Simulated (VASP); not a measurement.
Method: PBEsol GGA, VASP's PBE PAW potentials (set 64) (plane waves; VASP).

The input files of a VASP run:

**POSCAR**
```
HfSiO4
1.0
 -3.2806300758   3.2806300758   2.9804911333
  3.2806300758  -3.2806300758   2.9804911333
  3.2806300758   3.2806300758  -2.9804911333
Hf Si O
2 2 8
Cartesian
  0.0000000000   0.0000000000   0.0000000000
 -0.0000000000   3.2806300758   1.4902455667
  3.2806300758   0.0000000000   1.4902455667
  0.0000000000   0.0000000000   2.9804911333
  3.2806300758   2.0647844511  -1.0882975976
  4.4964757008  -0.0000000003   0.4019479693
 -0.0000000003   1.2158456250   1.8921935360
  2.0647844511   0.0000000000   0.4019479690
  3.2806300758   1.2158456247   2.5785431643
  1.2158456247   0.0000000000   4.0687887309
  3.2806300761  -1.2158456250   2.5785431640
  2.0647844508   3.2806300761   1.0882975973
```

**KPOINTS**
```
Automatic mesh
0
Gamma
6 6 6
0 0 0
```

INCAR:
```
! general
SYSTEM  = HfSiO4
PREC    = Accurate
ENCUT   = 520
LREAL   = .FALSE.
LASPH   = .TRUE.

! electronic loop
EDIFF   = 1E-7
NELM    = 100
ALGO    = Normal
LMAXMIX = 6

! smearing
ISMEAR  = -5

! functional
GGA     = PS

! ions
ISIF    = 2

! output
LWAVE   = .FALSE.
LCHARG  = .TRUE.
LORBIT  = 11
NEDOS   = 601

! other
LEFG    = .TRUE.
```

POTCAR, in this order: Hf_pv Si O (PBE.64 set). Program: vasp_std.

Output

### OUTCAR
```
 ion  position               nearest neighbor table
   1  0.000  0.000  0.000-   6 2.10  11 2.10   9 2.10   8 2.10  10 2.25   5 2.25   7 2.25  12 2.25
                             4 2.98   4 2.98   2 3.60   2 3.60   2 3.60   2 3.60
   2  0.750  0.250  0.500-   7 2.10  12 2.10  10 2.10   5 2.10   8 2.25   9 2.25   6 2.25  11 2.25
                             3 2.98   3 2.98   1 3.60   1 3.60   1 3.60   1 3.60
   3  0.250  0.750  0.500-   8 1.63   9 1.63   6 1.63  11 1.63   2 2.98   2 2.98
   4  0.500  0.500  0.000-   5 1.63  10 1.63   7 1.63  12 1.63   1 2.98   1 2.98
   5  0.132  0.317  0.815-   4 1.63   2 2.10   1 2.25
   6  0.067  0.753  0.685-   3 1.63   1 2.10   2 2.25
   7  0.503  0.317  0.185-   4 1.63   2 2.10   1 2.25
   8  0.067  0.382  0.315-   3 1.63   1 2.10   2 2.25
   9  0.618  0.933  0.685-   3 1.63   1 2.10   2 2.25
  10  0.683  0.868  0.185-   4 1.63   2 2.10   1 2.25
  11  0.247  0.933  0.315-   3 1.63   1 2.10   2 2.25
  12  0.683  0.497  0.815-   4 1.63   2 2.10   1 2.25
  LATTYP: Found a body centered tetragonal cell.
 ALAT       =     6.5612601516
 C/A-ratio  =     0.9085117994
 Subroutine PRICEL returns:
 Original cell was already a primitive cell.
 Subroutine GETGRP returns: Found 16 space group operations
The static configuration has the point symmetry D_2d.
 The point group associated with its full space group is D_4h.
The dynamic configuration has the point symmetry D_2d.
 Subroutine INISYM returns: Found 16 space group operations
 Subroutine IBZKPT returns following result:
 Found     30 irreducible k-points:

 Following reciprocal coordinates:
            Coordinates               Weight
  0.000000  0.000000  0.000000      1.000000
  0.166667 -0.000000  0.000000      8.000000
  0.333333 -0.000000  0.000000      8.000000
  0.500000  0.000000  0.000000      4.000000
  0.166667  0.166667  0.000000      8.000000
  0.333333  0.166667  0.000000     16.000000
  0.500000  0.166667  0.000000     16.000000
 -0.333333  0.166667 -0.000000     16.000000
 -0.166667  0.166667  0.000000      4.000000
  0.333333  0.333333  0.000000      8.000000
...
```

### OSZICAR
```
       N       E                     dE             d eps       ncg     rms          rms(c)
DAV:   1     0.495472748743E+03    0.49547E+03   -0.42926E+04  2700   0.165E+03
DAV:   2    -0.987216525920E+02   -0.59419E+03   -0.58383E+03  3433   0.398E+02
DAV:   3    -0.128318733407E+03   -0.29597E+02   -0.29512E+02  3168   0.890E+01
DAV:   4    -0.128731273410E+03   -0.41254E+00   -0.41185E+00  3440   0.113E+01
DAV:   5    -0.128737632684E+03   -0.63593E-02   -0.63553E-02  3292   0.130E+00    0.766E+01
DAV:   6    -0.113647208236E+03    0.15090E+02   -0.73836E+01  3246   0.388E+01    0.624E+01
DAV:   7    -0.113515785087E+03    0.13142E+00   -0.36834E+00  3392   0.912E+00    0.397E+01
DAV:   8    -0.113485748762E+03    0.30036E-01   -0.40390E-01  3291   0.397E+00    0.818E+00
DAV:   9    -0.113456991316E+03    0.28757E-01   -0.13966E-01  3160   0.199E+00    0.230E+00
DAV:  10    -0.113456551884E+03    0.43943E-03   -0.96377E-03  3411   0.533E-01    0.366E-01
DAV:  11    -0.113456470200E+03    0.81684E-04   -0.10273E-03  3275   0.168E-01    0.212E-01
DAV:  12    -0.113456515659E+03   -0.45459E-04   -0.10396E-04  3382   0.511E-02    0.106E-01
DAV:  13    -0.113456532013E+03   -0.16354E-04   -0.18906E-05  3366   0.243E-02    0.289E-02
DAV:  14    -0.113456531885E+03    0.12780E-06   -0.11208E-06  3438   0.567E-03    0.496E-03
DAV:  15    -0.113456532031E+03   -0.14621E-06   -0.32121E-07  2569   0.325E-03    0.104E-03
DAV:  16    -0.113456532035E+03   -0.42701E-08   -0.27718E-08  1814   0.932E-04
   1 F= -.11345653E+03 E0= -.11345653E+03  d E =0.000000E+00
```

OUTCAR:
```
------------------------ aborting loop because EDIFF is reached ----------------------------------------
  FORCE on cell =-STRESS in cart. coord.  units (eV):
  Direction    XX          YY          ZZ          XY          YZ          ZX
  --------------------------------------------------------------------------------------
  Total        0.0045073      0.0045073     -0.0127326      0.0000000     -0.0000000      0.0000000
  in kB        0.0562813      0.0562813     -0.1589884      0.0000000     -0.0000000      0.0000000
  external PRESSURE =      -0.0154753 kB  Pullay stress =       0.0000000 kB
  volume of cell :      128.31
      direct lattice vectors                 reciprocal lattice vectors
    -3.280630076  3.280630076  2.980491133     0.000000000  0.152409747  0.167757587
     3.280630076 -3.280630076  2.980491133     0.152409747  0.000000000  0.167757587
     3.280630076  3.280630076 -2.980491133     0.152409747  0.152409747  0.000000000
 POSITION                                       TOTAL-FORCE (eV/Angst)
 -----------------------------------------------------------------------------------
      0.00000      0.00000      0.00000        -0.000000      0.000000     -0.000000
     -0.00000      3.28063      1.49025        -0.000000      0.000000     -0.000000
      3.28063     -0.00000      1.49025        -0.000000      0.000000     -0.000000
      0.00000      0.00000      2.98049        -0.000000      0.000000     -0.000000
      3.28063      2.06478     -1.08830        -0.000000      0.001799      0.000237
      4.49648     -0.00000      0.40195        -0.001799      0.000000      0.000237
     -0.00000      1.21585      1.89219        -0.000000     -0.001799      0.000237
      2.06478      0.00000      0.40195         0.001799      0.000000      0.000237
      3.28063      1.21585      2.57854        -0.000000     -0.001799     -0.000237
      1.21585     -0.00000      4.06879        -0.001799      0.000000     -0.000237
      3.28063     -1.21585      2.57854        -0.000000      0.001799     -0.000237
      2.06478      3.28063      1.08830         0.001799      0.000000     -0.000237
 -----------------------------------------------------------------------------------
    total drift:                                0.000000      0.000000     -0.000000
  FREE ENERGIE OF THE ION-ELECTRON SYSTEM (eV)
  ---------------------------------------------------
  free  energy   TOTEN  =      -113.4565320352 eV

  energy  without entropy=     -113.4565320352  energy(sigma->0) =     -113.45653204

 total charge

# of ion       s       p       d       tot
------------------------------------------
    1        0.298   6.624   1.415   8.337
    2        0.298   6.624   1.415   8.337
    3        0.670   1.014   0.000   1.684
    4        0.670   1.014   0.000   1.684
    5        1.552   3.601   0.000   5.153
    6        1.552   3.601   0.000   5.153
    7        1.552   3.601   0.000   5.153
    8        1.552   3.601   0.000   5.153
    9        1.552   3.601   0.000   5.153
   10        1.552   3.601   0.000   5.153
   11        1.552   3.601   0.000   5.153
   12        1.552   3.601   0.000   5.153
--------------------------------------------------
tot         14.355  44.082   2.829  61.266

 Electric field gradients after diagonalization (V/A^2)
 (convention: |V_zz| > |V_xx| > |V_yy|)
----------------------------------------------------------------------
 ion       V_xx      V_yy      V_zz     asymmetry (V_yy - V_xx)/ V_zz
----------------------------------------------------------------------
   1     -62.971   -62.971   125.942       0.000
   2     -62.971   -62.971   125.942       0.000
   3      11.835    11.835   -23.670       0.000
   4      11.835    11.835   -23.670       0.000
   5     -40.449    -3.436    43.885       0.843
   6     -40.449    -3.439    43.887       0.843
   7     -40.449    -3.439    43.887       0.843
   8     -40.449    -3.436    43.885       0.843
   9     -40.449    -3.436    43.885       0.843
  10     -40.449    -3.436    43.885       0.843
  11     -40.449    -3.439    43.887       0.843
  12     -40.449    -3.439    43.887       0.843
```
(Selected blocks of OUTCAR.)

### OUTCAR
```
 val. band max:        3.2119684005   @ k =   0.0000   0.0000   0.0000

 cond. band min:       8.6072799394   @ k =   0.5000   0.5000   0.0000


 Fermi energy:         3.2645783486

 k-point     1 :       0.0000    0.0000    0.0000
  band No.  band energies     occupation
      1     -25.9552      2.00000
      2     -25.9552      2.00000
      3     -25.8717      2.00000
      4     -25.8602      2.00000
      5     -25.7627      2.00000
      6     -25.7627      2.00000
      7     -15.9404      2.00000
      8     -14.8288      2.00000
      9     -14.0510      2.00000
     10     -13.9086      2.00000
     11     -13.4034      2.00000
     12     -13.4034      2.00000
     13     -13.3548      2.00000
     14     -13.3548      2.00000
     15      -4.5706      2.00000
     16      -2.9196      2.00000
     17      -2.6729      2.00000
     18      -2.2208      2.00000
     19      -2.2208      2.00000
     20      -1.3989      2.00000
     21      -1.1326      2.00000
     22      -1.0014      2.00000
     23      -0.1126      2.00000
     24       0.1543      2.00000
     25       0.1543      2.00000
     26       0.2229      2.00000
     27       0.7362      2.00000
     28       0.7362      2.00000
     29       1.5805      2.00000
     30       1.5805      2.00000
     31       2.3613      2.00000
     32       2.3613      2.00000
     33       2.4471      2.00000
     34       2.5742      2.00000
     35       2.6525      2.00000
     36       2.6525      2.00000
     37       2.6563      2.00000
     38       3.2120      2.00000
     39       9.0211      0.00000
     40       9.2310      0.00000
     41       9.3623      0.00000
     42       9.4561      0.00000
     43       9.4561      0.00000
     44      10.3908      0.00000
     45      10.5489      0.00000

 k-point     2 :       0.1667   -0.0000    0.0000
  band No.  band energies     occupation
      1     -25.9570      2.00000
      2     -25.9534      2.00000
      3     -25.8713      2.00000
...
```

Unless said otherwise, spin-orbit coupling is left out, though it shifts the bands of the heavy elements here.

The structure comes from a computed database's HfSiO4 entry (I4_1/amd); how it stands against other phases isn't given here. It was relaxed first.
